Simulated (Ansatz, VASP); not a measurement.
Two plane-wave programs on GaRh3C

```
Ga Rh C
1.0
     3.99494    0.00000    0.00000
     0.00000    3.99494    0.00000
     0.00000    0.00000    3.99494
Ga Rh C
1 3 1
Cartesian
  0.0000 0.0000 0.0000
  0.0000 1.9975 1.9975
  1.9975 0.0000 1.9975
  1.9975 1.9975 0.0000
  1.9975 1.9975 1.9975
```

Alike in both runs: functional PBEsol; k mesh 6 × 6 × 6; occupations gaussian, width 0.1 eV; no spin polarisation.

Ansatz relaxed the structure, and its values are those at the end. VASP's run is a single point on that final structure, the one shown.

|  | VASP | Ansatz |
| --- | --- | --- |
| version | VASP 6.6.1 | Ansatz 0.2.0 |
| potentials or method | VASP PAW PBE potentials, release 64 (Ga_d, Rh_pv, C) | scalar-relativistic, plane waves, PAW |
| plane-wave cutoff (eV) | 520 | 420 |
| valence electrons in the cell | 62 | 68 |

|  | VASP | Ansatz | Ansatz less VASP |
| --- | --- | --- | --- |
| gap on the k mesh at the Fermi level (eV) | none | none | - |
| pressure (GPa) | -0.1 | -0.2 | -0.14 |

A gap of «none» marks a metal or a gap that the smearing closes. The two sets of potentials don't hold the same shells in valence.

Caveats: the PAW data sets were made with another functional, which shifts forces and pressure a little (VASP).
